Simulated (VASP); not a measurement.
Calculation: PBEsol GGA, VASP's PBE PAW potentials (set 64) (plane waves; VASP 6.6.1).

The input files of a VASP run:

**POSCAR**
```
Ga
1
    1.6494133416     0.9522885932     3.8274896846
   -1.6494133416     0.9522885932     3.8274896846
    0.0000000000    -1.9045783302     3.8274897462
Ga
2
Direct
  0.2499982805   0.2499982805   0.2499982807
  0.7500017195   0.7500017195   0.7500017193
```

File KPOINTS:
```
Automatic mesh
0
Gamma
12 12 12
0 0 0
```

**INCAR**
```
ISIF = 3
LWAVE = .FALSE.
ISMEAR = 1   ! Methfessel-Paxton
LCHARG = .FALSE.
ALGO = Normal   ! blocked Davidson
LMAXMIX = 4
SIGMA = 0.1   ! width (eV)
IBRION = 2
EDIFF = 1E-6
NELM = 100   ! most electronic steps
LASPH = .TRUE.
GGA = PS
EDIFFG = -0.01   ! ionic stop
SYSTEM = Ga
NSW = 60   ! most ionic steps
ENCUT = 400   ! plane-wave cut-off (eV)
PREC = Accurate
LREAL = .FALSE.
```

POTCAR, in this order: Ga_d (PBE.64 set). Program: vasp_std.

The resulting files:

**stdout**
```
 POSCAR found type information on POSCAR Ga
 POSCAR found :  1 types and       2 ions
 Reading from existing POTCAR
 Reading from existing POTCAR

 -----------------------------------------------------------------------------
|                                                                             |
|               ----> ADVICE to this user running VASP <----                  |
|                                                                             |
|     You enforced a specific xc type in the INCAR file but a different       |
|     type was found in the POTCAR file.                                      |
|     I HOPE YOU KNOW WHAT YOU ARE DOING!                                     |
|                                                                             |
 -----------------------------------------------------------------------------

 LDA part: xc-table for (Slater+PW92), standard interpolation

 -----------------------------------------------------------------------------
|                                                                             |
|     EEEEEEE  RRRRRR   RRRRRR   OOOOOOO  RRRRRR      ###     ###     ###     |
|     E        R     R  R     R  O     O  R     R     ###     ###     ###     |
|     E        R     R  R     R  O     O  R     R     ###     ###     ###     |
|     EEEEE    RRRRRR   RRRRRR   O     O  RRRRRR       #       #       #      |
|     E        R   R    R   R    O     O  R   R                               |
|     E        R    R   R    R   O     O  R    R      ###     ###     ###     |
|     EEEEEEE  R     R  R     R  OOOOOOO  R     R     ###     ###     ###     |
|                                                                             |
|     PRICELV: current lattice and primitive lattice are incommensurate       |
|     within SYMPREC.                                                         |
|                                                                             |
|       ---->  I REFUSE TO CONTINUE WITH THIS SICK JOB ... BYE!!! <----       |
|                                                                             |
 -----------------------------------------------------------------------------
```

VASP stops with an error: PRICELV: current lattice and primitive lattice are incommensurate within SYMPREC. ----> I REFUSE TO CONTINUE WITH THIS SICK JOB ... BYE!!! <----

The structure was generated: Ga was put into the A7 type (R-3m), which need not be its known phase. It was relaxed first, which changed the volume by +9 %. The start is the result of an earlier pass.
